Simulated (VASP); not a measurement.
Given:

```xyz
2
Lattice="0.0000 3.5937 3.5937 3.5937 0.0000 3.5937 3.5937 3.5937 0.0000" Properties=species:S:1:pos:R:3 pbc="T T T"
K      0.0000     0.0000     0.0000
I      3.5937     3.5937     3.5937
```

All values below come from Hartree-Fock, VASP's PBE PAW potentials (set 64) (plane waves; VASP 6.6.1). Numerical set-up: 520 eV cut-off, 6×6×6 Γ-centred mesh, Gaussian smearing of 0.050 eV, potentials K_sv I.

Problem. Give the stress tensor in GPa (positive for a compressed cell).

Solution. 
```
1.10  0.00  0.00
0.00  1.10  0.00
0.00  0.00  1.10
```
The pressure is its mean diagonal, 1.10 GPa.

The compound is KI in the rock salt structure. It was relaxed first, which changed the volume by +5 %. The cell's shape comes from a PBE relaxation.
